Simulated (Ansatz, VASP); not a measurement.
**Al5Ga11As16 (Al0.3Ga0.7As, zinc blende alloy): VASP beside Ansatz**

One calculation is typed for both programs; each brings its own data sets. How far apart do they land? The cell is invented: As first built, before any earlier steps moved the atoms (in the runner's words): 1x2x2 conventional cells of the GaAs type (32 atoms: 5 Al, 11 Ga, 16 As); Ga/Al share their sites, the best of 600 random draws by like-pair counts in two shells; start lattice by linear mixing of the end members' cells; atoms moved at random by 0.02 A. It may not be a known or stable phase. Of the first pair: The structure shown is the end of the Ansatz relaxation below.

Calculated with Ansatz 0.2.0; plane waves, with VASP 6.6.1 beside it; single point at PBE and single point at PBEsol.

## Step 1: Starting point

The cell holds 32 atoms: 5 Al, 11 Ga and 16 As. Its edges and angles: a = 5.740 Å, b = 11.482 Å, c = 11.483 Å, α = 90.0°, β = 89.9°, γ = 90.0°. It derives from GaAs (GaAs type, space group 216), repeated 1×2×2. As first built, before any earlier steps moved the atoms (in the runner's words): 1x2x2 conventional cells of the GaAs type (32 atoms: 5 Al, 11 Ga, 16 As); Ga/Al share their sites, the best of 600 random draws by like-pair counts in two shells; start lattice by linear mixing of the end members' cells; atoms moved at random by 0.02 A.

## Step 2: Ansatz: relaxation, PBE

Ansatz runs on its default PAW (the set named soft_2) files.

This run makes the geometry at which the two programs are then compared.

input.yaml reads:

```yaml
crystal:
  lattice:
    - [5.74019, -0.00094, 0.0026]
    - [-0.00189, 11.48179, 0.00189]
    - [0.0052, 0.00189, 11.48258]
  atoms:
    - { symbol: Al, position: [0.00036, 0.00015, 0.00015] }
    - { symbol: Al, position: [0.00109, 0.24987, 0.75017] }
    - { symbol: Al, position: [0.50092, 0.25016, 0.5005] }
    - { symbol: Al, position: [0.5007, 0.49986, 0.25065] }
    - { symbol: Al, position: [0.00087, 0.49963, 0.50022] }
    - { symbol: Ga, position: [8.0e-05, 0.24977, 0.25025] }
    - { symbol: Ga, position: [0.49994, 0.99989, 0.2504] }
    - { symbol: Ga, position: [0.50012, 0.25003, 0.00032] }
    - { symbol: Ga, position: [0.00037, 8.0e-05, 0.50021] }
    - { symbol: Ga, position: [0.50053, 1.0, 0.75011] }
    - { symbol: Ga, position: [0.99998, 0.49975, 0.00049] }
    - { symbol: Ga, position: [0.00062, 0.74977, 0.25029] }
    - { symbol: Ga, position: [0.50014, 0.74985, 0.00033] }
    - { symbol: Ga, position: [0.99986, 0.74986, 0.75024] }
    - { symbol: Ga, position: [0.50042, 0.49979, 0.75039] }
    - { symbol: Ga, position: [0.50045, 0.7498, 0.5003] }
    - { symbol: As, position: [0.25133, 0.12549, 0.37569] }
    - { symbol: As, position: [0.25114, 0.37534, 0.12574] }
    - { symbol: As, position: [0.75076, 0.12471, 0.12501] }
    - { symbol: As, position: [0.75002, 0.37524, 0.37568] }
    - { symbol: As, position: [0.24919, 0.12503, 0.87523] }
    - { symbol: As, position: [0.24983, 0.37462, 0.62494] }
    - { symbol: As, position: [0.75061, 0.12574, 0.62526] }
    - { symbol: As, position: [0.75123, 0.37451, 0.87497] }
    - { symbol: As, position: [0.25034, 0.62425, 0.37535] }
    - { symbol: As, position: [0.24935, 0.87534, 0.12499] }
    - { symbol: As, position: [0.74949, 0.62457, 0.1256] }
    - { symbol: As, position: [0.75058, 0.875, 0.37531] }
    - { symbol: As, position: [0.25015, 0.62477, 0.87528] }
    - { symbol: As, position: [0.25043, 0.87495, 0.62515] }
    - { symbol: As, position: [0.75126, 0.62444, 0.62489] }
    - { symbol: As, position: [0.75079, 0.87535, 0.87555] }
kpoints:
  mp_grid: { grid: [3, 2, 2], shift: [0.0, 0.5, 0.5] }
hamiltonian:
  xc: pbe
scf:
  occupations: { method: fixed }
output:
  forces: true
  stress: true
relax:
  f_tol: 0.02
  max_steps: 25
  cell: { stress_tol: 0.1 }
basis:
  ecutwfc: "520 eV"
```

The run is started by

```
$ ansatz run input.yaml --threads 4 --pin off --max-ram 15360MiB --backend cpu --events-out ev --progress --plain --runs-dir out
```

Numbers of over 12 decimals in the logs are rounded to 6 here.

What it wrote:

```text
The last accepted step is kept in <dir> (removed where the run ends without a failure and the disk answers)
Engine: ansatz 0.2.0, aarch64-unknown-linux-gnu
Pseudopotentials: kind: paw
Pseudopotential: Al, paw, valence charge 3, recommended cutoff 420 eV (normal), Al.paw.azcp
Pseudopotential: Ga, paw, valence charge 13, recommended cutoff 420 eV (normal), Ga.paw.azcp
Pseudopotential: As, paw, valence charge 15, recommended cutoff 420 eV (normal), As.paw.azcp
Functional definition: PBE
  parameter kappa = 0.804
  parameter beta = 0.066725
  exchange = pbe_x(kappa = kappa, mu = beta*pi^2/3)
  correlation = pbe_c(beta = beta)
Crystal: 32 atoms, lattice volume = 756.790 Å³
Basis set: ecut = 520 eV, 20329 PW (Γ), exchange–correlation on 90×180×180 points (8 copies of the dense FFT grid, shifted against one another)
Bands: 239, of which v1, the nominal top of the filled ones, is band 199 counted from 1 (198 counted from 0)
Symmetry: 1 space group operations
Space group: P1 (ITA 1), of the structure as read, at distance tolerance 9.1e-5 Å
k-points: 6 of 12 (time reversal used)
Non-local potential: Al, projectors of the file, l = 0: 2, l = 1: 2, l = 2: 1
Non-local potential: Ga, projectors of the file, l = 0: 2, l = 1: 2, l = 2: 3, l = 3: 1
Non-local potential: As, projectors of the file, l = 0: 2, l = 1: 2, l = 2: 3, l = 3: 1
PAW form: soft (Blöchl's): semilocal exchange-correlation on the pseudo side does not see the compensation charge
PAW one-centre angular grid: Al, 110 points (default); XC on 64 Gauss nodes
PAW one-centre angular grid: Ga, 590 points (default); XC on 64 Gauss nodes
PAW one-centre angular grid: As, 590 points (default); XC on 64 Gauss nodes
Initial density: superposition of atomic densities (neutral atoms: chi_scale 0, normalization atom), corrected by the library's trained network
Initial wavefunctions: pseudopotential atomic-orbital guess
Functional: x = pbe(κ = 0.804, μ = 0.219515), c = pbe(β = 0.066725)
SCF iter   1: F=—  HF=-122011.479635 eV  |F-HF|=—  |Δ(HF+E_count)|=         —  Δρ=1.77e-3  dr2=4.38e-2  ethr=1.77e-3  ⟨swp⟩=5.0  Hψ=4269  notcnv=0  defer=195
preconditioner: auto → Resta (q_TF=auto, 2.451 Å⁻¹)  ε∞=3.5  [insulator: Δε(μ)=1.382 eV  Ē_g=13.131 eV  n_scr=192 (ndim 8)  ℏωp=20.8 eV  f_vac=0.068  ε∞_Penn≈3.5]
SCF iter   2: F=—  HF=-122011.459387 eV  |F-HF|=—  |Δ(HF+E_count)|=   2.02e-2  Δρ=8.87e-4  dr2=1.10e-2  ethr=1.10e-5  ⟨swp⟩=2.0  Hψ=2322  notcnv=0  defer=228
SCF iter   3: F=—  HF=-122011.459578 eV  |F-HF|=—  |Δ(HF+E_count)|=   1.91e-4  Δρ=5.87e-4  dr2=2.07e-3  ethr=2.77e-6  ⟨swp⟩=2.0  Hψ=1968  notcnv=0  defer=228
SCF iter   4: F=—  HF=-122011.458179 eV  |F-HF|=—  |Δ(HF+E_count)|=   1.40e-3  Δρ=1.87e-4  dr2=3.94e-4  ethr=5.20e-7  ⟨swp⟩=2.0  Hψ=1968  notcnv=0  defer=228
SCF iter   5: F=—  HF=-122011.458496 eV  |F-HF|=—  |Δ(HF+E_count)|=   3.16e-4  Δρ=7.71e-5  dr2=3.69e-5  ethr=9.90e-8  ⟨swp⟩=2.0  Hψ=2436  notcnv=0  defer=192
SCF iter   6: F=—  HF=-122011.458543 eV  |F-HF|=—  |Δ(HF+E_count)|=   4.69e-5  Δρ=2.24e-5  dr2=5.79e-6  ethr=9.28e-9  ⟨swp⟩=2.0  Hψ=2436  notcnv=0  defer=192
SCF iter   7: F=—  HF=-122011.458542 eV  |F-HF|=—  |Δ(HF+E_count)|=   9.86e-7  Δρ=9.21e-6  dr2=4.76e-7  ethr=1.45e-9  ⟨swp⟩=2.0  Hψ=2436  notcnv=0  defer=192
SCF iter   8: F=-122011.458543 eV  HF=-122011.458543 eV  |F-HF|=5.75e-8  |Δ(HF+E_count)|=   1.54e-6  Δρ=1.92e-6  dr2=6.71e-8  ethr=2.51e-11  ⟨swp⟩=4.0  Hψ=4551  notcnv=0
SCF 1 converged in 8 iterations: F = -122011.458543 eV  dr2 = 6.71e-8
  greatest PAW one-centre occupation: 0.999 electrons in one spin orbital (limit 2), on the As atom at site 27 (counted from 0), in its partial waves of l = 2
relax step   1: F+E_penalty+E_count = -122011.45854324 eV  Δ(F+E_penalty+E_count) = +0.000e0 eV  max|allowed force component| = 6.802e-3 eV/Å  Δτ_max = 0.0000 Å  P = -0.008 GPa  Ω = 756.790 Å³  (8 SCF iters, dr2 threshold 1.00e-7 eV, accepted)
Initial density: handed on by an earlier stage of this run
Initial wavefunctions: pseudopotential atomic-orbital guess (no wavefunctions were taken with the density)
iter 1 solved again at ethr=9.95e-8 eV; its pass at ethr=3.10e-3 eV (dr2=3.96e-4 eV) is discarded
SCF iter   1: F=—  HF=-122011.458488 eV  |F-HF|=—  |Δ(HF+E_count)|=         —  Δρ=1.86e-6  dr2=6.13e-8  ethr=9.95e-8  ⟨swp⟩=3.0  Hψ=7117  notcnv=0  defer=228
eigensolver tolerance schedule: the retry pair's looser diagonalisation over-reported the residual by 6455.90 of it (diagonalisation noise at 0.26 of the residual, at the tolerance the schedule requests for it); recorded, not acted on — ethr = c·dr2/N_el stays at c = 1.0e-1
preconditioner: auto → Resta (q_TF=auto, 2.451 Å⁻¹)  ε∞=3.5  [insulator: Δε(μ)=1.397 eV  Ē_g=13.125 eV  n_scr=192 (ndim 8)  ℏωp=20.8 eV  f_vac=0.058  ε∞_Penn≈3.5]
SCF iter   2: F=—  HF=-122011.458543 eV  |F-HF|=—  |Δ(HF+E_count)|=   5.49e-5  Δρ=1.60e-6  dr2=1.36e-8  ethr=1.54e-11  ⟨swp⟩=3.0  Hψ=3117  notcnv=0  defer=192
SCF iter   3: F=—  HF=-122011.458543 eV  |F-HF|=—  |Δ(HF+E_count)|=   3.58e-9  Δρ=7.84e-7  dr2=3.71e-9  ethr=3.41e-12  ⟨swp⟩=2.0  Hψ=1956  notcnv=0  defer=192
SCF iter   4: F=-122011.458543 eV  HF=-122011.458543 eV  |F-HF|=2.47e-9  |Δ(HF+E_count)|=   9.26e-9  Δρ=3.01e-7  dr2=6.41e-10  ethr=1.00e-12  ⟨swp⟩=4.0  Hψ=4007  notcnv=0
SCF 2 converged in 4 iterations: F = -122011.458543 eV  dr2 = 6.41e-10
relax step   2: F+E_penalty+E_count = -122011.45854332 eV  Δ(F+E_penalty+E_count) = -7.651e-8 eV  max|allowed force component| = 6.791e-3 eV/Å  Δτ_max = 0.0000 Å  P = -0.008 GPa  Ω = 756.790 Å³  stress off target by 5.10e-2 GPa  SCF on the basis re-selected at this cell (its energy is not comparable with the rows above)  (4 SCF iters)
basis re-selected at this cell: Δ(F+E_penalty+E_count) = -7.651e-8 eV, ΔP = +0.000 GPa vs the last step (what re-selecting the basis moved, of the pressure what is left beyond the Pulay correction that the steps carried, after the strain that the cell walked since its last selection, with what the two solves' SCF thresholds leave and, on support functions, any second-order correction that the steps lacked; it is no m [...]
SCF converged after 4 iterations
Free energy (F): -122011.458543 eV
Harris-Foulkes:  -122011.458543 eV  (|F-HF|=2.47e-9)
Internal energy: -122011.458543 eV  (E = F + TS)
E sigma→0 (E₀):  -122011.458543 eV
Fermi energy:    7.007895 eV
--- Per-component energies (eV) ---
  E_band       = -5006.639120
  E_kinetic    = 3027.574812
  E_local      = -57322.161967  (includes V_loc(G=0)·N_el)
  E_nonlocal   = -5997.576922
  E_hartree    = 29089.026012
  E_xc         = -2218.587966
  E_vxc        = -2041.114625  (∫ρ·V_xc dr)
  E_paw        = -53589.338873  (= ΣΔE_a)
  E_vpaw       = -851.411933  (= ΣTr[D̂ρ^β])
  E_aug_tail   = -0.000256  (compensation charges beyond the density's cutoff)
  E_ewald      = -35000.393382
  E_smearing   = -0.000000  (= −TS)
  E_closure    = -0.000000  (closes the sum)
  Σ components = -122011.458543   (vs F -122011.458543, Δ=0.00e0)
--- Forces (eV/Å), atoms counted from 1 ---
  atom   1  Al     0.00530611    -0.00424628     0.00283265
  atom   2  Al     0.00229605     0.00098773    -0.00176346
  atom   3  Al    -0.00218199     0.00233161    -0.00429071
  atom   4  Al     0.00037991    -0.00351533     0.00221649
  atom   5  Al    -0.00089448    -0.00102314     0.00059224
  atom   6  Ga     0.00586156     0.00366035    -0.00114692
  atom   7  Ga     0.00160627     0.00175229    -0.00330154
  atom   8  Ga    -0.00252247    -0.00038194     0.00197679
  atom   9  Ga     0.00276150    -0.00075170    -0.00014490
  atom  10  Ga    -0.00007625    -0.00264818     0.00454292
  atom  11  Ga     0.00228025     0.00198106    -0.00495394
  atom  12  Ga     0.00017806     0.00165640    -0.00196182
  atom  13  Ga     0.00431978     0.00476684    -0.00370450
  atom  14  Ga    -0.00041785     0.00104634     0.00209896
  atom  15  Ga     0.00324521     0.00679124     0.00059198
  atom  16  Ga     0.00032467     0.00021134     0.00293995
  atom  17  As    -0.00418427    -0.00205792     0.00320974
  atom  18  As    -0.00439743    -0.00255631    -0.00091139
  atom  19  As     0.00206057    -0.00295584    -0.00152302
  atom  20  As    -0.00358803     0.00290059     0.00045622
  atom  21  As    -0.00222612     0.00195692     0.00307677
  atom  22  As    -0.00342649    -0.00217613    -0.00136225
  atom  23  As    -0.00203959    -0.00135918    -0.00133600
  atom  24  As    -0.00002909     0.00041140    -0.00104637
  atom  25  As    -0.00126544    -0.00139631    -0.00053636
  atom  26  As     0.00185886     0.00006815    -0.00201702
  atom  27  As     0.00277171    -0.00105187     0.00080515
  atom  28  As    -0.00266722    -0.00077591     0.00067167
  atom  29  As     0.00088341     0.00098188     0.00122958
  atom  30  As    -0.00222903     0.00216003     0.00162411
  atom  31  As    -0.00386988    -0.00159996     0.00019076
  atom  32  As    -0.00011859    -0.00516781     0.00094436
  max |Σ_I F_I| component: 3.51e-7 eV/Å
--- Stress (GPa, compression-positive) ---
       -0.008035       0.016124      -0.044591
        0.016124      -0.010218      -0.018684
       -0.044591      -0.018684      -0.004585
  P = ⅓ Tr σ = -0.0076 GPa (-0.076 kbar)
--- Relaxed structure (1 steps of the walk, 1 accepted, 1 SCFs on fresh bases) ---
  F+E_penalty+E_count = -122011.45854332 eV   max|allowed force component| = 6.791e-3 eV/Å   (the final SCF, on the basis selected at the relaxed cell)
  cell:  # Å, volume = 756.7897 Å³
    - [5.74019, -0.00094, 0.0026]
    - [-0.00189, 11.48179, 0.00189]
    - [0.0052, 0.00189, 11.48258]
  atoms:
    - { symbol: Al, position: [0.00036, 0.00015, 0.00015] }
    - { symbol: Al, position: [0.00109, 0.249870, 0.75017] }
    - { symbol: Al, position: [0.50092, 0.250160, 0.5005] }
    - { symbol: Al, position: [0.5007, 0.499860, 0.25065] }
    - { symbol: Al, position: [0.00087, 0.499630, 0.500220] }
    - { symbol: Ga, position: [8.000000000000002e-5, 0.249770, 0.250250] }
    - { symbol: Ga, position: [0.499940, 0.99989, 0.250400] }
    - { symbol: Ga, position: [0.500120, 0.250030, 0.00032] }
    - { symbol: Ga, position: [0.00037, 8.000000000000006e-5, 0.50021] }
    - { symbol: Ga, position: [0.50053, 1.000000, 0.75011] }
    - { symbol: Ga, position: [0.999980, 0.499750, 0.00049] }
    - { symbol: Ga, position: [0.00062, 0.749770, 0.25029] }
    - { symbol: Ga, position: [0.50014, 0.749850, 0.00033] }
    - { symbol: Ga, position: [0.999860, 0.749860, 0.750240] }
    - { symbol: Ga, position: [0.500420, 0.499790, 0.75039] }
    - { symbol: Ga, position: [0.50045, 0.749800, 0.5003] }
    - { symbol: As, position: [0.25133, 0.125490, 0.375690] }
    - { symbol: As, position: [0.25114, 0.375340, 0.12574] }
    - { symbol: As, position: [0.75076, 0.124710, 0.12501] }
    - { symbol: As, position: [0.750020, 0.375240, 0.375680] }
    - { symbol: As, position: [0.24919, 0.125030, 0.875230] }
    - { symbol: As, position: [0.24983, 0.374620, 0.62494] }
    - { symbol: As, position: [0.75061, 0.125740, 0.62526] }
    - { symbol: As, position: [0.751230, 0.374510, 0.87497] }
    - { symbol: As, position: [0.250340, 0.624250, 0.375350] }
    - { symbol: As, position: [0.249350, 0.875340, 0.124990] }
    - { symbol: As, position: [0.749490, 0.624570, 0.125600] }
    - { symbol: As, position: [0.75058, 0.875000, 0.375310] }
    - { symbol: As, position: [0.25015, 0.624770, 0.87528] }
    - { symbol: As, position: [0.25043, 0.874950, 0.62515] }
    - { symbol: As, position: [0.751260, 0.624440, 0.62489] }
    - { symbol: As, position: [0.750790, 0.875350, 0.875550] }
```

Reading the cycles: dr2 is the Hartree energy of the density residual (eV), the measure of convergence; HF is the Harris–Foulkes estimate of the energy, which meets the free energy F at convergence.

[end of part 1 of 3]

[Lines on the potential files, build, host, timing and source positions are cut from VASP's logs without a mark.]

[Logs are printed without paths, hosts, clocks, repeated set-up lines and the standing remarks that a program may print on its own settings, such as how far it seeks lower states.]

[Hosts, paths, dates, database ids (printed as entryN), source tags and the programs' standing remarks are cut or masked in the printed files.]
